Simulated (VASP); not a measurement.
For cubic RbBr (rock salt), VASP with PBE GGA, VASP's PBE PAW potentials (set 64) gives ε∞ = 2.46, a static ε₀ = 5.67 and a transverse optical mode at 76 cm⁻¹.

Question: Estimate the longitudinal optical frequency at Γ.

Answer: By the Lyddane-Sachs-Teller relation, ω_LO = ω_TO √(ε₀/ε∞) = 76 × √(5.67/2.46) = 115 cm⁻¹.

Measured: ε∞ 2.34 at 297 K (computed value off by +5.0 %), as given by H. H. Li, Journal of Physical and Chemical Reference Data (1976), doi:10.1063/1.555536 [long-wavelength limit of the electronic terms of a dispersion formula fitted to measured refractive indices over 0.21-50.0 um; lattice terms left out].

The compound is RbBr in the rock salt structure. It was relaxed first, which changed the volume by +6 %.
